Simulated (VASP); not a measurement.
Calculation: PBE GGA, VASP's PBE PAW potentials (set 64) (plane waves; VASP).

VASP input:

**KPOINTS**
```
Automatic mesh
0
Gamma
10 10 10
0 0 0
```

File POSCAR:
```
Ba
4.3529340
 -0.5773502059   0.5773502059   0.5773502059
  0.5773502059  -0.5773502059   0.5773502059
  0.5773502059   0.5773502059  -0.5773502059
Ba
1
direct
  0.0000000000   0.0000000000   0.0000000000
```

**INCAR**
```
ALGO=Normal
EDIFF=1E-7
ENCUT=480
GGA=PE
ISIF=2
ISMEAR=1
LASPH=.TRUE.
LCHARG=.FALSE.
LMAXMIX=4
LREAL=.FALSE.
LWAVE=.FALSE.
NELM=100
PREC=Accurate
SIGMA=0.1
SYSTEM=Ba
```

POTCAR, in this order: Ba_sv (PBE.64 set). Program: vasp_std.

Task: What will the output report for the number of irreducible k-points (NKPTS), number of bands (NBANDS), largest plane-wave count, number of space-group operations, FFT grid (NGX, NGY, NGZ)?

Result: 
The number of irreducible k-points (NKPTS) comes out as 47 and the number of bands (NBANDS) comes out as 9. The largest plane-wave count comes out as 1532, the number of space-group operations comes out as 48 and the FFT grid (NGX, NGY, NGZ) is 32 × 32 × 32.

The compound is Ba in the bcc structure. It was relaxed first.
